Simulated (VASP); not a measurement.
# PmTe (P-6m2) in VASP: a series of runs, part 2 of 2

VASP 6.6.1. Earlier steps stand in the parts before.

## 5. Single point, PBE+U, collinear spin, ferromagnetic start

INCAR reads:

```
SYSTEM = PmTe
ALGO = Normal
EDIFF = 1E-6
ENCUT = 520
GGA = PE
ISIF = 2
ISMEAR = 0
ISPIN = 2
LASPH = .True.
LCHARG = .False.
LDAU = .True.
LDAUJ = 0 0
LDAUL = 3 -1
LDAUPRINT = 1
LDAUTYPE = 2
LDAUU = 5 0
LMAXMIX = 6
LORBIT = 11
LREAL = .False.
LWAVE = .False.
MAGMOM = 4 0
NBANDS = 22
NELM = 100
NUPDOWN = 2
PREC = Accurate
SIGMA = 0.05
```

KPOINTS reads:

```
k-points
0
Gamma
  5 5 5
  0 0 0
```

POSCAR reads:

```
PmTe
1.0
    4.1812492200      0.0000000000      0.0000000000
   -2.0906246100      3.6210680400      0.0000000000
    0.0000000000      0.0000000000      4.0806920800
Pm Te
1 1
Direct
    0.0000000000      0.0000000000      0.0000000000
    0.6666666667      0.3333333333      0.5000000000
```

Potentials or basis: VASP PAW PBE potentials, release 64 (Pm, Te).

The run is started by

```sh
cat potpaw_PBE.64/Pm/POTCAR potpaw_PBE.64/Te/POTCAR > POTCAR
mpirun -np 1 vasp_std > vasp.out
```

OUTCAR:

```text
SYSTEM = PmTe
   EDIFF = 1E-6
   ENCUT = 520
   GGA = PE
   ISIF = 2
   ISMEAR = 0
   ISPIN = 2
   LASPH = .True.
   LORBIT = 11
   LREAL = .False.
   NELM = 100
   NUPDOWN = 2
   PREC = Accurate

 ion  position               nearest neighbor table
   1  0.000  0.000  0.000-   2 3.16   2 3.16   2 3.16   2 3.16   2 3.16   2 3.16
   2  0.667  0.333  0.500-   1 3.16   1 3.16   1 3.16   1 3.16   1 3.16   1 3.16

  LATTYP: Found a hexagonal cell.
 ALAT       =     4.1812492200
 C/A-ratio  =     0.9759504553

  Lattice vectors:

 A1 = (   4.1812492200,   0.0000000000,   0.0000000000)
 A2 = (  -2.0906246100,   3.6210680400,   0.0000000000)
 A3 = (   0.0000000000,   0.0000000000,   4.0806920800)

Analysis of symmetry for initial positions (statically):
=====================================================================
 Subroutine PRICEL returns:
 Original cell was already a primitive cell.

 Routine SETGRP: Setting up the symmetry group for a
 hexagonal supercell.

 Subroutine GETGRP returns: Found 12 space group operations
 (whereof 12 operations were pure point group operations)
 out of a pool of 24 trial point group operations.

The static configuration has the point symmetry D_3h.

Analysis of symmetry for dynamics (positions and initial velocities):
=====================================================================
 Subroutine PRICEL returns:
 Original cell was already a primitive cell.

 Routine SETGRP: Setting up the symmetry group for a
 hexagonal supercell.

 Subroutine GETGRP returns: Found 12 space group operations
 (whereof 12 operations were pure point group operations)
 out of a pool of 24 trial point group operations.

[... 187 lines left out ...]

 number of electron      21.0000005 magnetization       2.0000035

 Free energy of the ion-electron system (eV)
  ---------------------------------------------------
  ext. energy  EPLUGINS =         0.00000000
  ---------------------------------------------------
  free energy    TOTEN  =       -10.92835374 eV

  energy without entropy =      -10.92020228  energy(sigma->0) =      -10.92427801

 E-fermi :   7.5234     XC(G=0):  -9.8482

 val. band max:        7.5111312470   @ k =   0.2000  -0.0000   0.2000
 cond. band min:       7.2431476729   @ k =   0.4000  -0.0000   0.4000
 fundamental gap:     -0.2679835741
 Fermi energy:         7.2404262133

 spin component 1

 k-point     1 :       0.0000    0.0000    0.0000
  band No.  band energies     occupation
      1     -31.8194      1.00000
      2     -12.6529      1.00000
      3     -11.9258      1.00000
      4     -11.9258      1.00000
      5      -4.8761      1.00000
      6       3.1275      1.00000
[... 364 lines left out ...]
     21      12.9164      0.00000
     22      13.8515      0.00000
 Fermi energy:         7.5233949901

 spin component 2

 k-point     1 :       0.0000    0.0000    0.0000
  band No.  band energies     occupation
      1     -30.8090      1.00000
      2     -11.5244      1.00000
      3     -11.4535      1.00000
      4     -11.4535      1.00000
      5      -4.9022      1.00000
      6       4.8547      1.00000
[... 364 lines left out ...]
     21      13.1465      0.00000
     22      14.0338      0.00000

------------------------ aborting loop because EDIFF is reached ----------------------------------------

  FORCE on cell =-STRESS in cart. coord.  units (eV):
  Direction    XX          YY          ZZ          XY          YZ          ZX
  --------------------------------------------------------------------------------------
  -------------------------------------------------------------------------------------
  Total        1.6830389      1.6830389      1.8105795      0.0000000      0.0000000     -0.0000000
  in kB       43.6443650     43.6443649     46.9517324      0.0000000      0.0000000     -0.0000000
  external PRESSURE =      44.7468208 kB  Pullay stress =       0.0000000 kB

 VOLUME and BASIS-vectors are now :
 -----------------------------------------------------------------------------
  energy-cutoff  :      520.00
  volume of cell :       61.78
      direct lattice vectors                 reciprocal lattice vectors
     4.181249220  0.000000000  0.000000000     0.239162974  0.138080808  0.000000000
    -2.090624610  3.621068040  0.000000000     0.000000000  0.276161616  0.000000000
     0.000000000  0.000000000  4.080692080     0.000000000  0.000000000  0.245056471

 POSITION                                       TOTAL-FORCE (eV/Angst)
 -----------------------------------------------------------------------------------
      0.00000      0.00000      0.00000        -0.000000     -0.000000      0.000000
      2.09062      1.20702      2.04035         0.000000      0.000000      0.000000
 -----------------------------------------------------------------------------------
    total drift:                               -0.000000      0.000000      0.000000

  FREE ENERGIE OF THE ION-ELECTRON SYSTEM (eV)
  ---------------------------------------------------
  free  energy   TOTEN  =       -10.9283537389 eV

  energy  without entropy=      -10.9202022822  energy(sigma->0) =      -10.92427801

 total charge

# of ion       s       p       d       f       tot
--------------------------------------------------
    1        1.996   5.559   0.518   4.268  12.342
    2        1.341   2.145   0.028   0.000   3.514
--------------------------------------------------
tot          3.337   7.705   0.546   4.268  15.856

 magnetization (x)

# of ion       s       p       d       f       tot
--------------------------------------------------
    1       -0.011  -0.006  -0.058   2.280   2.205
    2       -0.002  -0.011  -0.006   0.000  -0.019
--------------------------------------------------
tot         -0.013  -0.017  -0.065   2.280   2.186
```

OSZICAR:

```text
N       E                     dE             d eps       ncg     rms          rms(c)
DAV:   1     0.175569040862E+03    0.17557E+03   -0.80969E+03  1336   0.120E+03
DAV:   2     0.200873655005E+02   -0.15548E+03   -0.14010E+03  1546   0.230E+02
[... 33 lines left out ...]
DAV:  36    -0.109283453796E+02    0.40021E-06   -0.49512E-05  2058   0.814E-02    0.651E-02
DAV:  37    -0.109283550296E+02   -0.96500E-05   -0.14737E-05  1948   0.183E-02    0.537E-02
DAV:  38    -0.109283581093E+02   -0.30796E-05   -0.77334E-05  1660   0.139E-01    0.297E-02
DAV:  39    -0.109283559217E+02    0.21875E-05   -0.17937E-05  2262   0.462E-02    0.175E-02
DAV:  40    -0.109283527660E+02    0.31557E-05   -0.20167E-05  1782   0.412E-02    0.997E-03
DAV:  41    -0.109283537389E+02   -0.97287E-06   -0.32165E-06  1620   0.243E-02
   1 F= -.10928354E+02 E0= -.10924278E+02  d E =-.815146E-02  mag=     2.0000
```

stdout:

```text
POSCAR found type information on POSCAR PmTe
 POSCAR found :  2 types and       2 ions
 scaLAPACK will be used
 LDA part: xc-table for (Slater+PW92), standard interpolation
 POSCAR, INCAR and KPOINTS ok, starting setup
 FFT: planning ... GRIDC
 FFT: planning ... GRID_SOFT
 FFT: planning ... GRID
 WAVECAR not read
 entering main loop
```

It took 1.7 min on 1 thread of Intel Xeon Platinum 8488C (Sapphire Rapids), shared host; peak memory 0.23 GiB.

Results:

| Property | Result |
| --- | --- |
| Free energy | -10.9284 eV |
| Pressure | 4.5 GPa |
| Net moment | 2.00 μB per cell |
| Site moments | Pm +2.21; Te -0.02 μB |
| Valence electrons inside the program's atomic spheres | Pm 12.34; Te 3.51 |

Stress tensor (GPa, compression positive):
```
4.36 0.00 0.00
0.00 4.36 0.00
0.00 0.00 4.70
```

Eigenvalues of the final occupation matrices:
```csv
site,spin,trace,eigenvalues
site 1 f,1,3.28,0.00 0.01 0.01 0.32 0.98 0.98 0.98
site 1 f,2,1.00,0.00 0.00 0.00 0.00 0.00 0.00 0.98
```

Caveat: the magnetic or orbital state may not be the lowest; the moment is held away from its start; spin-orbit coupling is left out, which moves the levels of the heavy elements; the total moment is fixed, so each spin has its own Fermi level; the U is typed as a test and isn't derived for this compound. The state reached can hang on the start; a lower one may exist.

## 6. Overview

```tsv
spin	U	fixed moment (μB)	gap on the mesh (eV)	pressure (GPa)	moment (μB)
collinear, zero start	Pm f U = 3 eV	-	none	5.3	1.74
collinear, ferromagnetic start	Pm f U = 3 eV	1	-	4.5	1.00
collinear, ferromagnetic start	Pm f U = 5 eV	-	none	3.4	4.93
collinear, ferromagnetic start	Pm f U = 5 eV	2	-	4.5	2.00
```

Alike in all rows: task single point; level PBE+U; potentials or basis VASP PAW PBE potentials, release 64 (Pm, Te); cell as given; k mesh 5 × 5 × 5; cutoff (eV) 520; smearing gaussian 0.05 eV.

Caveats: the magnetic or orbital state may not be the lowest; spin-orbit coupling is left out, which moves the levels of the heavy elements; the U is typed as a test and isn't derived for this compound; the moment is held away from its start (some runs); the total moment is fixed, so each spin has its own Fermi level (some runs).

Total energies depend on the potentials used, so only differences within one code and one set of settings carry meaning.
